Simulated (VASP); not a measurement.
Ca2ZrN2:

```
Ca Zr N
1.0
     7.22317    0.00000    0.00000
     0.00000    7.22317    0.00000
     0.00000    0.00000    3.76301
Ca Zr N
4 2 4
Direct
  0.67244 0.17244 0.50000
  0.32756 0.82756 0.50000
  0.17244 0.32756 0.50000
  0.82756 0.67244 0.50000
  0.00000 0.00000 0.00000
  0.50000 0.50000 0.00000
  0.12915 0.62915 0.00000
  0.87085 0.37085 0.00000
  0.62915 0.87085 0.00000
  0.37085 0.12915 0.00000
```

The cell was built by a generator and needn't be a form met in nature.

```yaml
Program: VASP 6.6.1
Task: relaxation of cell and atoms
Functional: PBE
Potentials_or_basis: VASP PAW PBE potentials, release 64 (Ca_sv, Zr_sv, N)
Cutoff: 520 eV
k_mesh: 2 × 2 × 4
Occupations: gaussian, width 0.15 eV
Spin: no spin polarisation
```

At the start: pressure -14.5 GPa; volume 19.63 Å³/atom.

Task: Where does the relaxation end?

Result: Over 13 steps the energy falls by 759.0 meV/atom and the volume is 15.24 Å³/atom (-22.4 %); space group P4/mbm (No. 127, to 0.05 Å).

The path:
| step | energy change (eV) | largest force (eV/Å) | pressure (GPa) | volume (Å³) |
| --- | --- | --- | --- | --- |
| 1 | 0.0000 | 2.5757 | -14.55 | 196.33 |
| 2 | -4.6285 | 2.7119 | 0.61 | 149.68 |
| 3 | -4.7744 | 2.4895 | 7.86 | 141.00 |
| 4 | -6.5107 | 1.0703 | 9.26 | 140.88 |
| 5 | -6.7750 | 0.3579 | 10.99 | 140.74 |
| 6 | -7.2534 | 0.6473 | -7.55 | 164.60 |
| 7 | -7.4794 | 0.3479 | -2.00 | 155.34 |
| 8 | -7.5862 | 0.1470 | -0.22 | 152.91 |
| 9 | -7.5866 | 0.1340 | -0.27 | 153.02 |
| 10 | -7.5866 | 0.1263 | -0.24 | 153.07 |
| 11 | -7.5580 | 0.2171 | -1.25 | 154.22 |
| 12 | -7.5864 | 0.1135 | -0.31 | 153.12 |
| 13 | -7.5903 | 0.0577 | 0.07 | 152.43 |

Final structure:
```yaml
crystal:
  lattice:
    - [6.48006, 0.00000, 0.00000]
    - [0.00000, 6.48006, 0.00000]
    - [0.00000, 0.00000, 3.63013]
  atoms:
    - { symbol: Ca, position: [0.64412, 0.14412, 0.50000] }
    - { symbol: Ca, position: [0.35588, 0.85588, 0.50000] }
    - { symbol: Ca, position: [0.14412, 0.35588, 0.50000] }
    - { symbol: Ca, position: [0.85588, 0.64412, 0.50000] }
    - { symbol: Zr, position: [0.00000, 0.00000, 0.00000] }
    - { symbol: Zr, position: [0.50000, 0.50000, 0.00000] }
    - { symbol: N, position: [0.18532, 0.68532, 0.00000] }
    - { symbol: N, position: [0.81468, 0.31468, 0.00000] }
    - { symbol: N, position: [0.68532, 0.81468, 0.00000] }
    - { symbol: N, position: [0.31468, 0.18532, 0.00000] }
```

Caveat: the k mesh is coarse (spacing up to 0.43 Å⁻¹), so the values aren't converged; the volume moved by over 15 % at a fixed basis, so the end points are rough.
